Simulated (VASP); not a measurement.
Given:

```xyz
1
Lattice="0.0000 2.4838 2.4838 2.4838 0.0000 2.4838 2.4838 2.4838 0.0000" Properties=species:S:1:pos:R:3 pbc="T T T"
Pb     0.0000     0.0000     0.0000
```

The numbers are results of optB86b-vdW, VASP's PBE PAW potentials (set 64) (plane waves; VASP), not measurements. Run with 520 eV cut-off, Gaussian smearing of 0.050 eV, potentials Pb_d.

Unless said otherwise, spin-orbit coupling is left out, though it shifts the bands of the heavy elements here.

Problem. Estimate the band gap (along the path) with the smallest direct gap where there is one.

Solution. 
The band gap (along the path) is none (metal, semimetal or under 0.01 eV).

Only differences to runs with the same potentials and settings are physical.

The compound is Pb in the fcc structure. It was relaxed first.
